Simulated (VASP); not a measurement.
The system is SiB.

```
Si B
1.0
     2.79069    0.00000    0.00000
     0.00000    2.79069    0.00000
     0.00000    0.00000    2.79069
Si B
1 1
Direct
  0.00000 0.00000 0.00000
  0.50000 0.50000 0.50000
```

The cell was built by a generator and needn't be a form met in nature.

```yaml
Program: VASP 6.6.1
Task: relaxation of cell and atoms
Functional: PBE
Potentials_or_basis: VASP PAW PBE potentials, release 64 (Si, B)
Cutoff: 520 eV
k_mesh: 7 × 7 × 7
Occupations: gaussian, width 0.15 eV
Spin: no spin polarisation
```

At the start: pressure -7.8 GPa; volume 10.87 Å³/atom.

Where does the relaxation end?

Over 3 steps the energy falls by 17.2 meV/atom and the volume is 10.19 Å³/atom (-6.2 %); space group Pm-3m (No. 221, to 0.05 Å).

The path:
| step | energy change (eV) | largest force (eV/Å) | pressure (GPa) | volume (Å³) |
| --- | --- | --- | --- | --- |
| 1 | 0.0000 | 0.0000 | -7.79 | 21.73 |
| 2 | -0.0327 | 0.0000 | 1.89 | 20.11 |
| 3 | -0.0344 | 0.0000 | 0.05 | 20.39 |

Final structure:
```
CELL_PARAMETERS angstrom
2.73173 0.00000 0.00000
0.00000 2.73173 0.00000
0.00000 0.00000 2.73173
ATOMIC_POSITIONS crystal
Si 0.00000 0.00000 0.00000
B 0.50000 0.50000 0.50000
```
